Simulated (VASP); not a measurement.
Given:

```
CELL_PARAMETERS angstrom
      4.41696     0.00000     0.00000
      0.00000     4.41696     0.00000
      0.00000     0.00000     3.03586
ATOMIC_POSITIONS crystal
  Zn 0.00000 0.00000 0.00000
  Zn 0.50000 0.50000 0.50000
  F  0.30273 0.30273 0.00000
  F  0.80273 0.19727 0.50000
  F  0.19727 0.80273 0.50000
  F  0.69727 0.69727 0.00000
```

Calculation: LDA (Ceperley-Alder, Perdew-Zunger), VASP's LDA PAW potentials (set 64) (plane waves; VASP 6.6.1). Numerical set-up: 620 eV cut-off, 5×5×7 Γ-centred mesh, Gaussian smearing of 0.050 eV, potentials Zn F.

Problem. Predict the energy per atom (σ→0), pressure, band gap (on the k-mesh) with the smallest direct gap where there is one.

Solution. 
The band gap (on the k-mesh) is 3.55 eV, the smallest direct gap (on the k-mesh) is 3.55 eV and the energy per atom (σ→0) comes out as -4.436 eV/atom. The pressure is 199.1 kbar.

The absolute energy has meaning only against runs of the same code, potentials and settings.

The compound is ZnF2 in the rutile structure. It was relaxed first under an external pressure of 20 GPa.
